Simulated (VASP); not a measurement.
Consider the following.

```xyz
3
Lattice="0.0000 2.7581 2.7581 2.7581 0.0000 2.7581 2.7581 2.7581 0.0000" Properties=species:S:1:pos:R:3 pbc="T T T"
Ca     0.0000     0.0000     0.0000
F      1.3790     1.3790     1.3790
F      4.1371     4.1371     4.1371
```

These are PBE GGA, VASP's PBE PAW potentials (set 64) (plane waves; VASP) values and carry that method's errors. Numerical set-up: 600 eV cut-off, 6×6×6 Γ-centred mesh, Gaussian smearing of 0.050 eV, potentials Ca_sv F.

Each relaxation starts from this cell; other phases were not tried.

**Question.** The cell is relaxed at 1 GPa. What happens?

**Answer.** The volume per atom goes from 13.99 to 13.79 Å³ (-1.4 %), and the cell becomes a = 5.490 Å, b = 5.490 Å, c = 5.490 Å, α = 90.00°, β = 90.00°, γ = 90.00°, space group Fm-3m. The gap on the mesh goes from 7.11 to 7.19 eV.

**Question.** The cell is relaxed at 30 GPa. What happens?

**Answer.** The volume per atom goes from 13.99 to 11.12 Å³ (-20.5 %), and the cell becomes a = b = c = 5.1097 Å, α = β = γ = 90.00°, space group Fm-3m. The gap on the mesh goes from 7.11 to 8.55 eV.

Failed runs are left out, and for metals the shear rows, which the mesh's noise covers.

The compound is CaF2 in the fluorite structure.
